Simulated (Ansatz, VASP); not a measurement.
# GePt in two plane-wave programs, part 2 of 2

Aim: how closely do two programs agree when they are given the same cell, functional and k mesh? The cell is taken from a series of runs on this material, whose earlier steps may have relaxed, scaled, displaced or heated it; both programs get it as it stands.

VASP 6.6.1 and Ansatz 0.2.0.

So far: The starting structure; VASP: relaxation of cell and atoms, PBE, pair 1.

## Step 3: Ansatz: relaxation of cell and atoms, PBE, pair 1

Level of this step: Ansatz beside VASP: Kohn-Sham DFT, plane waves, PBE (Ansatz).

Ansatz runs on its PAW soft_1 files.

The same cell, functional, mesh and smearing now go to Ansatz, which takes its cutoff from its data sets.

The input, input.yaml:

```yaml
crystal:
  lattice:
    - [5.8302127945, 0.0, 0.0]
    - [0.0, 3.7444242229, 0.0]
    - [0.0, 0.0, 6.176630679]
  atoms:
    - { symbol: Ge, position: [0.185800514, 0.25, 0.5879199277] }
    - { symbol: Ge, position: [0.314199486, 0.75, 0.0879199277] }
    - { symbol: Ge, position: [0.685800514, 0.25, 0.9120800723] }
    - { symbol: Ge, position: [0.814199486, 0.75, 0.4120800723] }
    - { symbol: Pt, position: [0.9978672101, 0.25, 0.1922048343] }
    - { symbol: Pt, position: [0.5021327899, 0.75, 0.6922048343] }
    - { symbol: Pt, position: [0.4978672101, 0.25, 0.3077951657] }
    - { symbol: Pt, position: [0.0021327899, 0.75, 0.8077951657] }
kpoints:
  mp_grid: { grid: [4, 8, 4] }
hamiltonian:
  xc: pbe
  pseudopotentials: { kind: paw, azcp: { folder: soft_1 } }
scf:
  occupations: { method: gaussian, width: 0.1 }
output:
  forces: true
  stress: true
  eigenvalues: true
relax:
  adjacent_minimum: "off"
  f_tol: 0.005
  max_steps: 80
  cell: { stress_tol: 0.05 }
```

Started as:

```
$ ansatz run input.yaml --threads 16 --pin off --max-ram 92160MiB --backend cuda --events-out ev --progress --plain --runs-dir out --max-vram 78GiB
```

Numbers of over 12 decimals in the logs are rounded to 6 here.

What it wrote:

```text
Engine: ansatz 0.2.0, aarch64-unknown-linux-gnu
Pseudopotentials: kind: paw
Pseudopotential: Ge, paw, valence charge 14, recommended cutoff 420 eV (normal), soft_1/Ge.paw.azcp
Pseudopotential: Pt, paw, valence charge 18, recommended cutoff 420 eV (normal), soft_1/Pt.paw.azcp
Functional definition: PBE
  parameter kappa = 0.804
  parameter beta = 0.066725
  exchange = pbe_x(kappa = kappa, mu = beta*pi^2/3)
  correlation = pbe_c(beta = beta)
concurrent solve slots: 15 of 16 are kept, ahead of what memory takes: no pass of the eigensolver takes more rounds on 15
[...]
Crystal: 8 atoms, lattice volume = 134.841 Å³
Basis set: ecut = 420 eV, 2627 PW (Γ), exchange–correlation on 80×54×90 points (8 copies of the dense FFT grid, shifted against one another)
Bands: 77, of which v1, the nominal top of the filled ones, is band 64 counted from 1 (63 counted from 0)
Symmetry: 8 space group operations
Space group: Pnma (ITA 62), of the structure as read, at distance tolerance 5.1e-5 Å
k-points: 45 of 128
Non-local potential: Ge, projectors of the file, l = 0: 2, l = 1: 2, l = 2: 3, l = 3: 1
Non-local potential: Pt, projectors of the file, l = 0: 3, l = 1: 2, l = 2: 2, l = 3: 1
PAW form: soft (Blöchl's): semilocal exchange-correlation on the pseudo side does not see the compensation charge
PAW one-centre angular grid: Ge, 590 points (default); XC on 64 Gauss nodes
PAW one-centre angular grid: Pt, 590 points (default); XC on 64 Gauss nodes
Initial density: superposition of atomic densities (chi_scale 0.1, normalization cell, long waves kept (reshape's long-wave potential 0.00 eV rms))
Initial wavefunctions: pseudopotential atomic-orbital guess
[...]
Functional: x = pbe(κ = 0.804, μ = 0.219515), c = pbe(β = 0.066725)
SCF iter   1: F=—  HF=-67286.383433 eV  |F-HF|=—  |Δ(HF+E_count)|=         —  Δρ=1.01e-1  dr2=1.86e1  ethr=3.10e-3  ⟨swp⟩=5.3  Hψ=11015  notcnv=0  defer=25
preconditioner: auto → Kerker (q_TF=auto, 2.705 Å⁻¹)  [metal: Δε(μ)=0.021 eV  Ē_g=17.363 eV  σ=0.100 eV  W_gap=0.12  n_scr=42 (ndim 8)  ℏωp=31.3 eV  f_vac=0.000  D(μ)=2.92/eV (n_scr^D=14)]
SCF iter   2: F=—  HF=-67283.526331 eV  |F-HF|=—  |Δ(HF+E_count)|=    2.86e0  Δρ=5.14e-2  dr2=4.96e0  ethr=3.10e-3  ⟨swp⟩=2.0  Hψ=5151  notcnv=0  defer=272
[...]
SCF iter   9: F=-67282.524150 eV  HF=-67282.524150 eV  |F-HF|=1.02e-10  |Δ(HF+E_count)|=   1.16e-7  Δρ=4.25e-6  dr2=2.74e-8  ethr=7.81e-11  ⟨swp⟩=9.9  Hψ=14494  notcnv=0
SCF 1 converged in 9 iterations: F = -67282.524150 eV  dr2 = 2.74e-8
  greatest PAW one-centre occupation: 1.000 electrons in one spin orbital (limit 2), on the Pt atom at site 7 (counted from 0), in its partial waves of l = 0
relax step   1: F+E_penalty+E_count = -67282.52414958 eV  Δ(F+E_penalty+E_count) = +0.000e0 eV  max|allowed force component| = 2.850e-2 eV/Å  Δτ_max = 0.0000 Å  P = +0.067 GPa  Ω = 134.841 Å³  (9 SCF iters, dr2 threshold 1.00e-7 eV, accepted)
[...]
relax step   2: F+E_penalty+E_count = -67282.52488524 eV  Δ(F+E_penalty+E_count) = -7.357e-4 eV  max|allowed force component| = 1.626e-2 eV/Å  Δτ_max = 0.0072 Å  P = -0.104 GPa  Ω = 135.110 Å³  energy of the carried Pulay correction = -1.196e-4 eV  (6 SCF iters, dr2 threshold 2.51e-7 eV, accepted)
[...]
relax step   3: F+E_penalty+E_count = -67282.52509387 eV  Δ(F+E_penalty+E_count) = -2.086e-4 eV  max|allowed force component| = 2.150e-3 eV/Å  Δτ_max = 0.0023 Å  P = +0.035 GPa  Ω = 134.958 Å³  energy of the carried Pulay correction = -5.204e-5 eV  (6 SCF iters, dr2 threshold 6.18e-8 eV, accepted)
[...]
relax step   4: F+E_penalty+E_count = -67282.52509369 eV  Δ(F+E_penalty+E_count) = +1.820e-7 eV  max|allowed force component| = 1.942e-3 eV/Å  Δτ_max = 0.0003 Å  P = +0.001 GPa  Ω = 134.989 Å³  energy of the carried Pulay correction = -6.576e-5 eV  (6 SCF iters, dr2 threshold 1.23e-8 eV, accepted)
[...]
relax step   5: F+E_penalty+E_count = -67282.52516524 eV  Δ(F+E_penalty+E_count) = -7.155e-5 eV  max|allowed force component| = 1.940e-3 eV/Å  Δτ_max = 0.0000 Å  P = +0.001 GPa  Ω = 134.989 Å³  stress off target by 1.26e-2 GPa  SCF on the basis re-selected at this cell (its energy is not comparable with the rows above)  (8 SCF iters)
[...]
SCF converged after 8 iterations
[...]
atom   3  Ge     0.00097442    -0.00000000    -0.00096329
  atom   4  Ge    -0.00097442     0.00000000    -0.00096329
  atom   5  Pt    -0.00194041     0.00000000    -0.00094091
  atom   6  Pt     0.00194041     0.00000000    -0.00094091
  atom   7  Pt    -0.00194041    -0.00000000     0.00094091
  atom   8  Pt     0.00194041    -0.00000000     0.00094091
  max |Σ_I F_I| component: 5.64e-18 eV/Å
--- Stress (GPa, compression-positive) ---
       -0.005405      -0.000000      -0.000000
       -0.000000      -0.005533       0.000000
       -0.000000       0.000000       0.012578
  P = ⅓ Tr σ = 0.0005 GPa (0.005 kbar)
--- Band table (eV; the first three rows and the last of 45) ---
  k-point 0: bands = ["-82.1199", "-82.1171", "-82.1164", "-82.1135", "-36.3664", "-36.3531", "-36.3493", "-36.3147", "-36.3012", "-36.2862", "-36.2823", "-36.2765", "-36.2557", "-36.2460", "-36.2295", "-36.2269", "-8.2190", "-8.2132", "-8.2115", "-8.2093", "-8.2011", "-8.1901", "-8.1766", "-8.1749", "-8.1706", "-8.1690", "-8.1686", "-8.1641", "-8.1529", "-8.1527", "-8.1494", "-8.1494", "-8.1481", "-8.1479", "-8.1465 [...]
  k-point 1: bands = ["-82.1197", "-82.1180", "-82.1155", "-82.1138", "-36.3652", "-36.3576", "-36.3425", "-36.3213", "-36.2961", "-36.2850", "-36.2841", "-36.2783", "-36.2539", "-36.2472", "-36.2292", "-36.2274", "-8.2177", "-8.2124", "-8.2124", "-8.2096", "-8.1993", "-8.1915", "-8.1753", "-8.1740", "-8.1701", "-8.1699", "-8.1697", "-8.1657", "-8.1550", "-8.1520", "-8.1497", "-8.1494", "-8.1477", "-8.1474", "-8.1468 [...]
  k-point 2: bands = ["-82.1190", "-82.1190", "-82.1145", "-82.1145", "-36.3621", "-36.3621", "-36.3322", "-36.3322", "-36.2891", "-36.2891", "-36.2819", "-36.2819", "-36.2502", "-36.2502", "-36.2283", "-36.2283", "-8.2148", "-8.2148", "-8.2108", "-8.2108", "-8.1952", "-8.1952", "-8.1723", "-8.1723", "-8.1718", "-8.1718", "-8.1685", "-8.1685", "-8.1548", "-8.1548", "-8.1489", "-8.1489", "-8.1474", "-8.1474", "-8.1459 [...]
  k-point 44: bands = ["-82.1167", "-82.1167", "-82.1167", "-82.1167", "-36.3419", "-36.3419", "-36.3419", "-36.3419", "-36.2796", "-36.2796", "-36.2796", "-36.2796", "-36.2557", "-36.2557", "-36.2557", "-36.2557", "-8.2086", "-8.2086", "-8.2086", "-8.2086", "-8.1906", "-8.1906", "-8.1906", "-8.1906", "-8.1640", "-8.1640", "-8.1640", "-8.1640", "-8.1535", "-8.1535", "-8.1535", "-8.1535", "-8.1410", "-8.1410", "-8.141 [...]
--- Relaxed structure (4 steps of the walk, 4 accepted, 1 SCFs on fresh bases) ---
  F+E_penalty+E_count = -67282.52516524 eV   max|allowed force component| = 1.940e-3 eV/Å   (the final SCF, on the basis selected at the relaxed cell)
  cell:  # Å, volume = 134.9887 Å³
    - [5.818248, 0.0, 0.0]
    - [0.0, 3.759026, 0.0]
    - [0.0, 0.0, 6.172057]
  atoms:
    - { symbol: Ge, position: [0.186644, 0.250000, 0.588825] }
    - { symbol: Ge, position: [0.313356, 0.750000, 0.088825] }
    - { symbol: Ge, position: [0.686644, 0.250000, 0.911175] }
    - { symbol: Ge, position: [0.813356, 0.750000, 0.411175] }
    - { symbol: Pt, position: [0.997631, 0.250000, 0.192628] }
    - { symbol: Pt, position: [0.502369, 0.750000, 0.692628] }
    - { symbol: Pt, position: [0.497631, 0.250000, 0.307372] }
    - { symbol: Pt, position: [0.00236882, 0.750000, 0.807372] }
```

## Step 4: Side by side

Known differences besides the potentials themselves: the data sets hold 128 valence electrons in Ansatz (on its PAW soft_1 files) and 96 in VASP; the cutoff is 420 eV in Ansatz and 500 eV in VASP; Ansatz adds a Pulay correction to the stress that steers its cell, VASP none. Total energies have different zeros and are not compared.

Both answers:

| quantity | Ansatz | VASP | difference |
| --- | --- | --- | --- |
| volume (Å³) | 134.99 | 134.94 | +0.03 % |
| edge a after relaxation, in the typed setting (Å) | 5.818 | 5.817 | +0.01 % |
| edge b after relaxation, in the typed setting (Å) | 3.759 | 3.758 | +0.03 % |
| edge c after relaxation, in the typed setting (Å) | 6.172 | 6.172 | +0.00 % |

## Step 5: VASP: relaxation of cell and atoms, PBE, pair 2

The relaxed volume is the usual yardstick between codes: in a stiff, nearly cubic crystal its relative difference is about their pressure difference at one cell divided by the bulk modulus.

The input, INCAR:

```
SYSTEM = GePt
PREC = Accurate
ENCUT = 500
EDIFF = 1E-07
NELM = 120
ISMEAR = 1
SIGMA = 0.2
LREAL = .FALSE.
ALGO = Normal
GGA = PE
NBANDS = 59
LASPH = .TRUE.
LORBIT = 11
LWAVE = .FALSE.
LCHARG = .FALSE.
ISIF = 3
IBRION = 2
NSW = 80
EDIFFG = -0.005
GGA_COMPAT = .FALSE.
NELMIN = 4
KPAR = 2
```

The input, POSCAR:

```
GePt
1.0
    5.8182480000      0.0000000000      0.0000000000
    0.0000000000      3.7590260000      0.0000000000
    0.0000000000      0.0000000000      6.1720570000
Ge Pt
4 4
Direct
    0.1866438144      0.2500001330      0.5888249250
    0.3133561856      0.7500001330      0.0888250060
    0.6866438144      0.2500001330      0.9111749940
    0.8133560137      0.7500001330      0.4111750750
    0.9976310738      0.2500001330      0.1926281627
    0.5023687543      0.7500001330      0.6926282437
    0.4976312457      0.2500001330      0.3073717563
    0.0023687543      0.7500001330      0.8073718373
```

The input, KPOINTS:

```
Automatic mesh
0
Gamma
5 8 5
0 0 0
```

The projector-augmented-wave data sets are Ge_d and Pt (PBE family, release 64).

Started as:

```
$ mpirun -np 2 vasp_std
```

What it wrote:

```text
[... set-up lines as in an earlier step ...]
 entering main loop
       N       E                     dE             d eps       ncg     rms          rms(c)
DAV:   1     0.119860779680E+04    0.11986E+04   -0.40480E+04  7222   0.401E+03
DAV:   2     0.182554702291E+03   -0.10161E+04   -0.96830E+03  5310   0.107E+03
DAV:   3    -0.298190077941E+02   -0.21237E+03   -0.19954E+03  5602   0.240E+02
DAV:   4    -0.473909493456E+02   -0.17572E+02   -0.16964E+02  6256   0.773E+01
[...]
DAV:  14    -0.461622593586E+02    0.44183E-06   -0.19131E-07  4392   0.234E-03    0.753E-04
DAV:  15    -0.461622591958E+02    0.16282E-06   -0.31026E-08  3041   0.118E-03    0.215E-04
DAV:  16    -0.461622592051E+02   -0.92241E-08   -0.10333E-08  2952   0.613E-04
   1 F= -.46162259E+02 E0= -.46162967E+02  d E =-.461623E+02
[... from here on, the cycles between the ionic steps are left out ...]
   2 F= -.46162619E+02 E0= -.46163425E+02  d E =-.359366E-03
   3 F= -.46162628E+02 E0= -.46163450E+02  d E =-.368858E-03
   4 F= -.46162722E+02 E0= -.46163593E+02  d E =-.934918E-04
   5 F= -.46162725E+02 E0= -.46163589E+02  d E =-.967145E-04
   6 F= -.46162860E+02 E0= -.46163766E+02  d E =-.134938E-03
   7 F= -.46162880E+02 E0= -.46163798E+02  d E =-.154924E-03
   8 F= -.46162900E+02 E0= -.46163843E+02  d E =-.175592E-03
[...]
reached required accuracy - stopping structural energy minimisation
```

From OUTCAR (step 5):

```text
  Total        0.0082025     -0.0198501     -0.0139788      0.0000000      0.0000000      0.0000000
  in kB        0.0974284     -0.2357792     -0.1660403      0.0000000      0.0000000      0.0000000
  external PRESSURE =      -0.1014637 kB  Pullay stress =       0.0000000 kB

 POSITION                                       TOTAL-FORCE (eV/Angst)
 -----------------------------------------------------------------------------------
      1.08165      0.94200      3.63024        -0.000561      0.000000      0.003085
      1.82292      2.82601      0.54907         0.000561      0.000000      0.003085
      3.98621      0.94200      5.61325        -0.000561      0.000000     -0.003085
      4.72748      2.82601      2.53209         0.000561      0.000000     -0.003085
      5.79792      0.94200      1.18394         0.000256      0.000000     -0.001643
      2.91577      2.82601      4.26510        -0.000256      0.000000     -0.001643
      2.89336      0.94200      1.89722         0.000256     -0.000000      0.001643
      0.01120      2.82601      4.97839        -0.000256      0.000000      0.001643
 -----------------------------------------------------------------------------------
    total drift:                               -0.000248     -0.000666      0.000170

  FREE ENERGIE OF THE ION-ELECTRON SYSTEM (eV)
  ---------------------------------------------------
  free  energy   TOTEN  =       -46.1629003694 eV

  energy  without entropy=      -46.1657287170  energy(sigma->0) =      -46.16384315

[... 2 parts as in an earlier step ...]

[... 2 further parts left out ...]
[key lines of the parts left out:]
E-fermi :   9.0871
```

## Step 6: Ansatz: relaxation of cell and atoms, PBE, pair 2

The same cell, functional, mesh and smearing now go to Ansatz, which takes its cutoff from its data sets.

The cell is taken from a series of runs on this material, whose earlier steps may have relaxed, scaled, displaced or heated it; both programs get it as it stands.

The input, input.yaml:

```yaml
crystal:
  lattice:
    - [5.818247821, 0.0, 0.0]
    - [0.0, 3.7590262151, 0.0]
    - [0.0, 0.0, 6.1720570825]
  atoms:
    - { symbol: Ge, position: [0.1866438892, 0.25, 0.5888249373] }
    - { symbol: Ge, position: [0.3133561108, 0.75, 0.0888249373] }
    - { symbol: Ge, position: [0.6866438892, 0.25, 0.9111750627] }
    - { symbol: Ge, position: [0.8133561108, 0.75, 0.4111750627] }
    - { symbol: Pt, position: [0.9976311791, 0.25, 0.1926281701] }
    - { symbol: Pt, position: [0.5023688209, 0.75, 0.6926281701] }
    - { symbol: Pt, position: [0.4976311791, 0.25, 0.3073718299] }
    - { symbol: Pt, position: [0.0023688209, 0.75, 0.8073718299] }
kpoints:
  mp_grid: { grid: [5, 8, 5] }
hamiltonian:
  xc: pbe
  pseudopotentials: { kind: paw, azcp: { folder: soft_1 } }
scf:
  occupations: { method: methfessel_paxton, width: 0.2 }
output:
  forces: true
  stress: true
  eigenvalues: true
relax:
  adjacent_minimum: "off"
  f_tol: 0.001
  max_steps: 60
  cell: { stress_tol: 0.01 }
```

Started as:

```
$ ansatz run input.yaml --threads 16 --pin off --max-ram 92160MiB --backend cuda --events-out ev --progress --plain --runs-dir out --max-vram 78GiB
```

What it wrote:

```text
[...]
Crystal: 8 atoms, lattice volume = 134.989 Å³
Basis set: ecut = 420 eV, 2631 PW (Γ), exchange–correlation on 80×54×90 points (8 copies of the dense FFT grid, shifted against one another)
Bands: 77, of which v1, the nominal top of the filled ones, is band 64 counted from 1 (63 counted from 0)
Symmetry: 8 space group operations
[...]
k-points: 45 of 200
[...]
- [5.810629, 0, 0]
    - [0, 3.768365, 0]
    - [0, 0, 6.162949]
  atoms:
    - { symbol: Ge, position: [0.186213, 0.250000, 0.589137] }
    - { symbol: Ge, position: [0.313787, 0.750000, 0.089137] }
    - { symbol: Ge, position: [0.686213, 0.250000, 0.910863] }
    - { symbol: Ge, position: [0.813787, 0.750000, 0.410863] }
    - { symbol: Pt, position: [0.997914, 0.250000, 0.192120] }
    - { symbol: Pt, position: [0.502086, 0.750000, 0.692120] }
    - { symbol: Pt, position: [0.497914, 0.250000, 0.307880] }
    - { symbol: Pt, position: [0.0020861, 0.750000, 0.807880] }
[key lines of the parts left out:]
SCF converged after 6 iterations
P = ⅓ Tr σ = 0.0034 GPa (0.034 kbar)
```

## Step 7: Side by side

What differs besides the data sets and the points named for the pairs above, as far as they apply: the data sets hold 128 valence electrons in Ansatz (on its PAW soft_1 files) and 96 in VASP. Total energies have different zeros and are not compared.

Both answers:

| quantity | Ansatz | VASP | difference |
| --- | --- | --- | --- |
| volume (Å³) | 134.95 | 134.89 | +0.05 % |
| edge a after relaxation, in the typed setting (Å) | 5.811 | 5.809 | +0.03 % |
| edge b after relaxation, in the typed setting (Å) | 3.768 | 3.768 | +0.01 % |
| edge c after relaxation, in the typed setting (Å) | 6.163 | 6.162 | +0.01 % |

## Step 8: What came out

| Property | Result |
| --- | --- |
| difference in volume (relaxation of cell and atoms, PBE, pair 1) | 0.034 % |
| difference in volume (relaxation of cell and atoms, PBE, pair 2) | 0.045 % |

In words: The difference in volume is 0.045 % (relaxation of cell and atoms, PBE, pair 2), within the 1.2 % picked in this series as the mark of a large difference, as far as the stopping tolerances let one tell. The data sets hold unlike numbers of valence electrons (128 in Ansatz and 96 in VASP), so part of the differences comes from the potentials. How closely two codes agree says nothing of how well the functional describes the real material.

[Lines on the potential files, build, host, timing and source positions are cut from VASP's logs without a mark.]

[Logs are printed without paths, hosts, clocks, repeated set-up lines and the standing remarks that a program may print on its own settings, such as how far it seeks lower states.]

[Hosts, paths, dates, database ids (printed as entryN), source tags and the programs' standing remarks are cut or masked in the printed files.]
